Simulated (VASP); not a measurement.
Crystal: SnRu.

```
Sn Ru
1.0
     0.00000    2.64229    2.64229
     2.64229    0.00000    2.64229
     2.64229    2.64229    0.00000
Sn Ru
1 1
Direct
  0.50000 0.50000 0.50000
  0.00000 0.00000 0.00000
```

The cell was built by a generator and needn't be a form met in nature.

| Property | Result |
| --- | --- |
| Program | VASP 6.6.1 |
| Task | relaxation of cell and atoms |
| Functional | PBE |
| Potentials or basis | VASP PAW PBE potentials, release 64 (Sn_d, Ru_pv) |
| Cutoff | 520 eV |
| k mesh | 7 × 7 × 7 |
| Occupations | gaussian, width 0.15 eV |
| Spin | no spin polarisation |

At the start: pressure 6.7 GPa; volume 18.45 Å³/atom.

Q: Where does the relaxation end?

A: Over 3 steps the energy falls by 19.1 meV/atom and the volume is 19.37 Å³/atom (+5.0 %); space group Fm-3m (No. 225, to 0.05 Å).

Step by step:
| step | energy change (eV) | largest force (eV/Å) | pressure (GPa) | volume (Å³) |
| --- | --- | --- | --- | --- |
| 1 | 0.0000 | 0.0000 | 6.72 | 36.90 |
| 2 | 0.0193 | 0.0000 | -6.92 | 41.18 |
| 3 | -0.0382 | 0.0000 | -0.34 | 38.74 |

Final structure:
```
Sn Ru
1.0
     0.00000    2.68566    2.68566
     2.68566    0.00000    2.68566
     2.68566    2.68566    0.00000
Sn Ru
1 1
Direct
  0.50000 0.50000 0.50000
  0.00000 0.00000 0.00000
```
